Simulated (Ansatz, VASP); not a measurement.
**Cross-check of TiSe2 (1T-TiSe2 5 layers, AA) between VASP and Ansatz**

One calculation is typed for both programs; each brings its own data sets. How far apart do they land? The structure shown is the start of the Ansatz relaxation below; VASP solves that cell, so the two are compared at the walk's first step.

Calculated with Ansatz 0.2.0; plane waves, with VASP 6.6.1 beside it; single point at PBE with D3(BJ).

## 1. The starting structure

The cell holds 15 atoms: 10 Se and 5 Ti. Cell: a = 3.540 Å, b = 3.540 Å, c = 89.825 Å, α = 90.0°, β = 90.0°, γ = 120.0°. Vacuum lies along c.

## 2. Ansatz: relaxation, PBE with D3(BJ)

Ansatz runs on its default PAW (the set named soft_2) files.

The two programs are compared at the cell with which this relaxation starts, whose forces are those of its first step.

The input, input.yaml:

```yaml
crystal:
  lattice:
    - [3.54, 0.0, 0.0]
    - [-1.77, 3.0657299294, 0.0]
    - [0.0, 0.0, 89.8246879533]
  atoms:
    - { symbol: Se, position: [0.6666666667, 0.3333333333, 0.3362104638] }
    - { symbol: Ti, position: [0.0, 0.0, 0.355163703] }
    - { symbol: Se, position: [0.3333333333, 0.6666666667, 0.3741169422] }
    - { symbol: Se, position: [0.6666666667, 0.3333333333, 0.4086286123] }
    - { symbol: Ti, position: [0.0, 0.0, 0.4275818515] }
    - { symbol: Se, position: [0.3333333333, 0.6666666667, 0.4465350907] }
    - { symbol: Se, position: [0.6666666667, 0.3333333333, 0.4810467608] }
    - { symbol: Ti, position: [0.0, 0.0, 0.5] }
    - { symbol: Se, position: [0.3333333333, 0.6666666667, 0.5189532392] }
    - { symbol: Se, position: [0.6666666667, 0.3333333333, 0.5534649093] }
    - { symbol: Ti, position: [0.0, 0.0, 0.5724181485] }
    - { symbol: Se, position: [0.3333333333, 0.6666666667, 0.5913713877] }
    - { symbol: Se, position: [0.6666666667, 0.3333333333, 0.6258830578] }
    - { symbol: Ti, position: [0.0, 0.0, 0.644836297] }
    - { symbol: Se, position: [0.3333333333, 0.6666666667, 0.6637895362] }
  periodic: [true, true, false]
kpoints:
  mp_grid: { grid: [12, 12, 1] }
hamiltonian:
  xc: pbe
  dispersion: d3bj
scf:
  occupations: { method: fermi_dirac, width: 0.05 }
  convergence: { dr2_threshold: 1.0e-09 }
relax:
  f_tol: 0.004
  max_steps: 90
  cell: {}
output:
  write_potential: true
  write_density: true
  volumetric_format: npy
```

The run is started by

```sh
$ ansatz run input.yaml --threads 8 --pin off --max-ram 12288MiB --backend cpu --events-out ev --progress --plain --runs-dir out
```

Numbers of over 12 decimals in the logs are rounded to 6 here.

Log:

```text
Warning: relax.cell: scf.convergence.dr2_threshold = 1e-9 eV is looser than the 9.65060921144e-11 eV advised for a relaxation that steers and ends on the stress (1e-10 eV for each atom of the cell: 15, times the square of relax.cell.stress_2d_tol = 0.05 N/m over 39.4 Å (the atoms' height at the walk's start and 5 Å past either face), 1.268e-2 GPa, over a crystal's default 0.05). What an SCF threshold leaves in a stress goes as its square root, and in the free energy as the threshold itself, and one threshold admits the most on a small cell: [figures from the program's tests cut] Set scf.convergence.dr2_threshold to 9.65060921144e-11 eV or tighter. [rest of the remark cut]
Engine: ansatz 0.2.0, aarch64-unknown-linux-gnu
Pseudopotentials: kind: paw
Pseudopotential: Se, paw, valence charge 16, recommended cutoff 420 eV (normal), Se.paw.azcp
Pseudopotential: Ti, paw, valence charge 12, recommended cutoff 420 eV (normal), Ti.paw.azcp
Functional definition: PBE
  parameter kappa = 0.804
  parameter beta = 0.066725
  exchange = pbe_x(kappa = kappa, mu = beta*pi^2/3)
  correlation = pbe_c(beta = beta)
Crystal: 15 atoms, lattice volume = 974.839 Å³
Basis set: ecut = 420 eV, 18871 PW (Γ), exchange–correlation on 48×48×1250 points (8 copies of the dense FFT grid, shifted against one another)
Bands: 132, of which v1, the nominal top of the filled ones, is band 110 counted from 1 (109 counted from 0)
Symmetry: 12 space group operations
Space group: P-3m1 (ITA 164), of the structure as read, at distance tolerance 9.9e-5 Å
k-points: 19 of 144
Non-local potential: Se, projectors of the file, l = 0: 2, l = 1: 2, l = 2: 3, l = 3: 1
Non-local potential: Ti, projectors of the file, l = 0: 3, l = 1: 2, l = 2: 3, l = 3: 1
PAW form: soft (Blöchl's): semilocal exchange-correlation on the pseudo side does not see the compensation charge
PAW one-centre angular grid: Se, 590 points (default); XC on 64 Gauss nodes
PAW one-centre angular grid: Ti, 590 points (default); XC on 64 Gauss nodes
Initial density: superposition of atomic densities (neutral atoms: chi_scale 0, normalization atom), corrected by the library's trained network
Initial wavefunctions: pseudopotential atomic-orbital guess
Functional: x = pbe(κ = 0.804, μ = 0.219515), c = pbe(β = 0.066725)
SCF iter   1: F=—  HF=-67210.434687 eV  |F-HF|=—  |Δ(HF+E_count)|=         —  Δρ=1.22e-3  dr2=2.58e-1  ethr=1.77e-3  ⟨swp⟩=9.2  Hψ=11088  notcnv=0  defer=18
preconditioner: auto → LDOS  [metal: Δε(μ)=0.036 eV  Ē_g=6.507 eV  σ=0.050 eV  W_gap=0.18  n_scr=162 (ndim 8)  ℏωp=10.6 eV  f_vac=0.636  D(μ)=4.18/eV (n_scr^D=24)  β→1.0]
SCF iter   2: F=—  HF=-67210.418947 eV  |F-HF|=—  |Δ(HF+E_count)|=   1.57e-2  Δρ=9.24e-4  dr2=8.36e-2  ethr=1.17e-4  ⟨swp⟩=2.3  Hψ=4072  notcnv=0  defer=91
SCF iter   3: F=—  HF=-67210.413975 eV  |F-HF|=—  |Δ(HF+E_count)|=   4.97e-3  Δρ=3.44e-4  dr2=9.11e-3  ethr=3.80e-5  ⟨swp⟩=2.5  Hψ=3313  notcnv=0  defer=91
SCF iter   4: F=—  HF=-67210.413446 eV  |F-HF|=—  |Δ(HF+E_count)|=   5.29e-4  Δρ=8.19e-5  dr2=2.28e-4  ethr=4.14e-6  ⟨swp⟩=2.6  Hψ=3312  notcnv=0  defer=91
SCF iter   5: F=—  HF=-67210.413492 eV  |F-HF|=—  |Δ(HF+E_count)|=   4.64e-5  Δρ=3.72e-5  dr2=2.38e-5  ethr=1.03e-7  ⟨swp⟩=2.6  Hψ=3883  notcnv=0  defer=91
SCF iter   6: F=—  HF=-67210.413536 eV  |F-HF|=—  |Δ(HF+E_count)|=   4.37e-5  Δρ=1.38e-5  dr2=3.00e-6  ethr=1.08e-8  ⟨swp⟩=3.0  Hψ=3679  notcnv=0  defer=91
SCF iter   7: F=—  HF=-67210.413460 eV  |F-HF|=—  |Δ(HF+E_count)|=   7.58e-5  Δρ=5.61e-6  dr2=9.25e-7  ethr=1.36e-9  ⟨swp⟩=3.0  Hψ=3502  notcnv=0  defer=88
SCF iter   8: F=—  HF=-67210.413461 eV  |F-HF|=—  |Δ(HF+E_count)|=   6.53e-7  Δρ=1.85e-6  dr2=2.66e-8  ethr=4.20e-10  ⟨swp⟩=2.8  Hψ=3385  notcnv=0  defer=88
SCF iter   9: F=—  HF=-67210.413461 eV  |F-HF|=—  |Δ(HF+E_count)|=   1.87e-7  Δρ=7.01e-7  dr2=7.14e-9  ethr=1.21e-11  ⟨swp⟩=3.1  Hψ=4168  notcnv=0  defer=88
SCF iter  10: F=-67210.413461 eV  HF=-67210.413461 eV  |F-HF|=9.31e-9  |Δ(HF+E_count)|=   3.04e-8  Δρ=2.01e-7  dr2=4.94e-10  ethr=1.00e-12  ⟨swp⟩=8.2  Hψ=16674  notcnv=0
SCF 1 converged in 10 iterations: F = -67210.413461 eV  dr2 = 4.94e-10
  greatest PAW one-centre occupation: 1.000 electrons in one spin orbital (limit 2), on the Se atom at site 9 (counted from 0), in its partial waves of l = 2
[...]
E_hartree    = 2665169.929939
  E_xc         = -1537.421591
  E_vxc        = -1602.205425  (∫ρ·V_xc dr)
  E_paw        = -24345.200632  (= ΣΔE_a)
  E_vpaw       = 1345.010465  (= ΣTr[D̂ρ^β])
  E_aug_tail   = -0.005421  (compensation charges beyond the density's cutoff)
  E_ewald      = 2631497.676541
  E_disp       = -6.286219  (pairwise vdW)
  E_smearing   = -0.039559  (= −TS)
  E_closure    = -0.000000  (closes the sum)
  Σ components = -67211.961342   (vs F -67211.961342, Δ=0.00e0)
--- Forces (eV/Å), atoms counted from 1 ---
  atom   1  Se    -0.00000000     0.00000000    -0.00013446
  atom   2  Ti     0.00000000    -0.00000000     0.00018002
  atom   3  Se     0.00000000    -0.00000000    -0.00005280
  atom   4  Se    -0.00000000     0.00000000    -0.00006815
  atom   5  Ti     0.00000000    -0.00000000     0.00010334
  atom   6  Se    -0.00000000    -0.00000000    -0.00000220
  atom   7  Se    -0.00000000     0.00000000    -0.00005076
  atom   8  Ti    -0.00000000     0.00000000     0.00000000
  atom   9  Se    -0.00000000    -0.00000000     0.00005076
  atom  10  Se    -0.00000000     0.00000000     0.00000220
  atom  11  Ti     0.00000000     0.00000000    -0.00010334
  atom  12  Se     0.00000000    -0.00000000     0.00006815
  atom  13  Se    -0.00000000     0.00000000     0.00005280
  atom  14  Ti     0.00000000     0.00000000    -0.00018002
  atom  15  Se     0.00000000    -0.00000000     0.00013446
  max |Σ_I F_I| component: 1.16e-17 eV/Å
--- 2D stress c σ (N/m, compression-positive) ---
        0.014857      -0.000000      -0.000000
       -0.000000       0.014857       0.000000
       -0.000000       0.000000       0.000000
  P = ½ c Tr σ = 0.0149 N/m
--- Band table (eV; the first three rows and the last of 19) ---
  k-point 0: bands = [... 106 lower, -4.8027, -4.8027, -4.7931, -4.7931, -4.7835, -4.7835, -4.7803, -4.7803, ... 18 higher]
  k-point 1: bands = [... 106 lower, -5.3408, -5.3265, -5.2849, -5.2638, -4.7494, -4.6605, -4.6512, -4.6385, ... 18 higher]
  k-point 2: bands = [... 106 lower, -5.8293, -5.7615, -5.7322, -5.5163, -4.8828, -4.8156, -4.7664, -4.7445, ... 18 higher]
  k-point 18: bands = [... 106 lower, -7.5308, -7.5308, -7.4466, -7.4466, -4.0541, -4.0496, -4.0474, -4.0292, ... 18 higher]
  the weakly bound empty levels are not read free of the cell's end (no_gap_told)
--- Relaxed structure (14 steps of the walk, 12 accepted, 1 SCFs on fresh bases) ---
  F+E_penalty+E_count = -67211.96134184 eV   max|allowed force component| = 1.800e-4 eV/Å   (the final SCF, on the basis selected at the relaxed cell)
  cell:  # Å, volume = 942.1862 Å³
    - [3.480208, 0.0, 0]
    - [-1.740104, 3.013948, 0]
    - [0, 0, 89.8246879533]
  atoms:
    - { symbol: Se, position: [0.666667, 0.333333, 0.351440] }
    - { symbol: Ti, position: [0, 0, 0.368926] }
    - { symbol: Se, position: [0.333333, 0.666667, 0.386211] }
    - { symbol: Se, position: [0.666667, 0.333333, 0.417266] }
    - { symbol: Ti, position: [0, 0, 0.434570] }
    - { symbol: Se, position: [0.333333, 0.666667, 0.451889] }
    - { symbol: Se, position: [0.666667, 0.333333, 0.482693] }
    - { symbol: Ti, position: [0, 0, 0.5] }
    - { symbol: Se, position: [0.333333, 0.666667, 0.517307] }
    - { symbol: Se, position: [0.666667, 0.333333, 0.548111] }
    - { symbol: Ti, position: [0, 0, 0.565430] }
    - { symbol: Se, position: [0.333333, 0.666667, 0.582734] }
    - { symbol: Se, position: [0.666667, 0.333333, 0.613789] }
    - { symbol: Ti, position: [0, 0, 0.631074] }
    - { symbol: Se, position: [0.333333, 0.666667, 0.648560] }
```

In the SCF lines HF is the Harris–Foulkes energy and dr2 the Hartree energy of the density residual, in eV; the loop may stop once dr2 is under the threshold and the program's other checks hold. Hψ counts applications of the Hamiltonian.

(Part 1 of 2 ends here.)

[Lines on the potential files, build, host, timing and source positions are cut from VASP's logs without a mark.]

[Logs are printed without paths, hosts, clocks, repeated set-up lines and the standing remarks that a program may print on its own settings, such as how far it seeks lower states.]

[Hosts, paths, dates, database ids (printed as entryN), source tags and the programs' standing remarks are cut or masked in the printed files.]
